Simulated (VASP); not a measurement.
A cell of BPt (relaxed from the CsCl structure, space group Pm-3m) near equilibrium:

```
PtB
1.0
    2.78117     0.00000     0.00000
    0.00000     2.78117     0.00000
    0.00000     0.00000     2.78117
Pt B
1 1
Direct
  0.00000   0.00000   0.00000
  0.50000   0.50000   0.50000
```

Method: PBEsol GGA, VASP's PBE PAW potentials (set 64) (plane waves; VASP 6.6.1).

```
run               ΔE (meV/atom)     σxx     σyy    σzz  largest shear component, with its sign (GPa)  largest force (eV/Å)
----------------  -------------  ------  ------  -----  --------------------------------------------  --------------------
as it is                    0.0    0.05    0.05   0.05                                          0.00                 0.000
after one change           14.5  -10.69  -10.69  -9.88                                          0.00                 0.000
```
Stress is in GPa, positive when the cell is compressed.

Q: Which change was made?
A. atom 1 (Pt) moved by -0.100 Å along x
B. isotropic strain of +0.5 %
C. biaxial strain of +2.0 % in the xy plane
D. atom 2 (B) moved by 0.200 Å along y

A: C, biaxial strain of +2.0 % in the xy plane

The structure was generated: BPt was put into the CsCl type (Pm-3m), which need not be its known phase. The electron count is odd and the run is not spin-polarised, which forces a metal.
